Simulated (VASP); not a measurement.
Consider the following.

```xyz
2
Lattice="0.0000 3.1833 3.1833 3.1833 0.0000 3.1833 3.1833 3.1833 0.0000" Properties=species:S:1:pos:R:3 pbc="T T T"
Mg     0.0000     0.0000     0.0000
Te     1.5916     1.5916     1.5916
```

The numbers are results of LDA (Ceperley-Alder, Perdew-Zunger), VASP's LDA PAW potentials (set 64) (plane waves; VASP), not measurements. Numerical set-up: 400 eV cut-off, 7×7×7 Γ-centred mesh, Gaussian smearing of 0.050 eV, potentials Mg Te.

Unless said otherwise, spin-orbit coupling is left out, though it shifts the bands of the heavy elements here.

Problem. What does the run give for the energy per atom (σ→0), band gap (on the k-mesh) with the smallest direct gap where there is one?

Solution. 
| Property | Result |
|---|---|
| band gap (on the k-mesh) | 2.41 eV |
| smallest direct gap (on the k-mesh) | 2.41 eV |
| energy per atom (σ→0) | -3.653 eV/atom |

Only differences to runs with the same potentials and settings are physical.

The compound is MgTe in the zinc blende structure, whereas wurtzite is the usual form. It was relaxed first. The start is the result of an earlier pass.
